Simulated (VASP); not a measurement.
These are LDA (Ceperley-Alder, Perdew-Zunger), VASP's LDA PAW potentials (set 64) (plane waves; VASP 6.6.1) values and carry that method's errors.

Input for VASP

POSCAR:
```
MgB2
1.0
  1.4947895792  -2.5890509862   0.0000000000
  1.4947895792   2.5890509862   0.0000000000
  0.0000000000   0.0000000000   3.3483882653
Mg B
1 2
Cart
  2.9895791584   0.0000000000   0.0000000000
  1.4947895792   0.8630187214   1.6741941327
  1.4947895792  -0.8630187214   1.6741941327
```

### INCAR
```
SYSTEM  =  MgB2
PREC  =  Accurate; ENCUT  =  620; LREAL  =  .FALSE.
LASPH  =  .TRUE.
EDIFF  =  1E-6; NELM  =  100; ALGO  =  Normal
ISMEAR  =  1; SIGMA  =  0.1
IBRION  =  2; NSW  =  40; ISIF  =  3
EDIFFG  =  -0.02; PSTRESS  =  100
LWAVE  =  .FALSE.; LCHARG  =  .FALSE.
```

File KPOINTS:
```
K-points
0
G
12 12 9
```

POTCAR, in this order: Mg B (LDA.64 set). Program: vasp_std.

Task: What will the output report for the number of irreducible k-points (NKPTS), largest plane-wave count, number of space-group operations, FFT grid (NGX, NGY, NGZ)?

Result: 
```yaml
number of irreducible k-points (NKPTS): 95
largest_plane_wave_count: 930
number_of_space_group_operations: 24
FFT grid (NGX, NGY, NGZ): 24 × 24 × 28
```

The compound is MgB2 in the AlB2 type structure. It was relaxed first under an external pressure of 10 GPa.
